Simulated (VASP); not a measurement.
A convergence study with VASP on Sr (fcc): one setting is varied, all else stays as given below, so the limit is that of these other settings. Each run relaxes cell and ions from the cell shown. The basis is that of the starting cell, so low cut-offs carry a Pulay error.

```yaml
crystal:
  lattice:
    - [0.00000, 3.04000, 3.04000]
    - [3.04000, 0.00000, 3.04000]
    - [3.04000, 3.04000, 0.00000]
  atoms:
    - { symbol: Sr, position: [0.00000, 0.00000, 0.00000] }
```

The numbers are results of PBE GGA, VASP's PBE PAW potentials (set 64) (plane waves; VASP), not measurements. The tightest run used: 700 eV cut-off, 9×9×9 Γ-centred mesh, first-order Methfessel-Paxton smearing of 0.10 eV, potentials Sr_sv.

Problem. The settings run are ENCUT = 150; ENCUT = 200; ENCUT = 250; ENCUT = 300; ENCUT = 350; ENCUT = 400; ENCUT = 450; ENCUT = 500; ENCUT = 550; ENCUT = 600; ENCUT = 650; ENCUT = 700. From which on does the relaxed volume stay within 0.05 Å³/atom of the tightest run?

Solution. From ENCUT = 500 on: it is off by 0.037 there and by no more than 0.05 in any finer run, while ENCUT = 450 is off by 0.109.
```
setting      relaxed volume (Å³/atom)  E (eV/atom)  plane waves  difference judged (Å³/atom)
-----------  ------------------------  -----------  -----------  ---------------------------
ENCUT = 150                    46.622      -1.9855          259                        8.003
ENCUT = 200                    53.198      -1.6480          369                        1.427
ENCUT = 250                    53.688      -1.6389          531                        0.936
ENCUT = 300                    54.304      -1.6368          680                        0.320
ENCUT = 350                    54.544      -1.6347          869                        0.081
ENCUT = 400                    54.474      -1.6345         1032                        0.150
ENCUT = 450                    54.516      -1.6349         1243                        0.109
ENCUT = 500                    54.587      -1.6351         1438                        0.037
ENCUT = 550                    54.625      -1.6351         1667                        0.000
ENCUT = 600                    54.620      -1.6350         1893                        0.004
ENCUT = 650                    54.608      -1.6350         2144                        0.016
ENCUT = 700                    54.625      -1.6351         2421                        0.000
```

Left out are rungs that failed or repeat a setting and relaxations that didn't move; long series are thinned to 24 rows.

The compound is Sr in the fcc structure.
